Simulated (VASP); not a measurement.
Given:

```yaml
crystal:
  lattice:
    - [3.88879, 0.00000, 0.00000]
    - [0.00000, 3.88879, 0.00000]
    - [0.00000, 0.00000, 5.48388]
  atoms:
    - { symbol: Zn, position: [0.50000, 0.00000, 0.76322] }
    - { symbol: Zn, position: [0.00000, 0.50000, 0.23678] }
    - { symbol: Se, position: [0.00000, 0.00000, 0.50000] }
    - { symbol: S, position: [0.50000, 0.50000, 0.00000] }
```

These are PBEsol GGA, VASP's PBE PAW potentials (set 64) (plane waves; VASP) values and carry that method's errors. Run with 400 eV cut-off, Gaussian smearing of 0.050 eV, potentials Zn Se S.

Problem. Give the energies of bands 8 to 21 at the high-symmetry points, in eV from the valence-band maximum.

Solution. 
| band | Γ | X | M | Z | R | A |
|---|---|---|---|---|---|---|
| 8 | -6.29 | -6.30 | -6.27 | -6.43 | -6.13 | -6.20 |
| 9 | -6.15 | -6.17 | -6.09 | -6.21 | -6.12 | -6.19 |
| 10 | -6.15 | -6.15 | -6.09 | -6.16 | -6.12 | -6.19 |
| 11 | -6.08 | -6.11 | -5.98 | -6.13 | -5.99 | -5.79 |
| 12 | -5.94 | -6.08 | -5.92 | -6.11 | -5.94 | -5.78 |
| 13 | -4.83 | -4.32 | -4.86 | -2.85 | -5.65 | -4.86 |
| 14 | -2.42 | -4.14 | -4.86 | -2.82 | -5.39 | -4.86 |
| 15 | -2.42 | -2.72 | -2.58 | -1.71 | -1.33 | -3.02 |
| 16 | -0.06 | -2.66 | -2.34 | -1.71 | -1.00 | -2.91 |
| 17 | 0.00 | -1.37 | -2.34 | -1.01 | -0.91 | -2.91 |
| 18 | 0.00 | -0.64 | -2.14 | -1.01 | -0.58 | -2.82 |
| 19 | 1.56 | 4.15 | 2.69 | 3.85 | 2.67 | 5.37 |
| 20 | 2.97 | 4.64 | 3.17 | 3.89 | 2.92 | 5.49 |
| 21 | 3.56 | 6.01 | 3.62 | 4.26 | 6.35 | 5.78 |

The gap is direct, 1.56 eV, from the valence maximum at Γ to the conduction minimum at Γ.

The structure comes from a computed database's Zn2SeS entry (P-4m2); how it stands against other phases isn't given here. It was relaxed first.
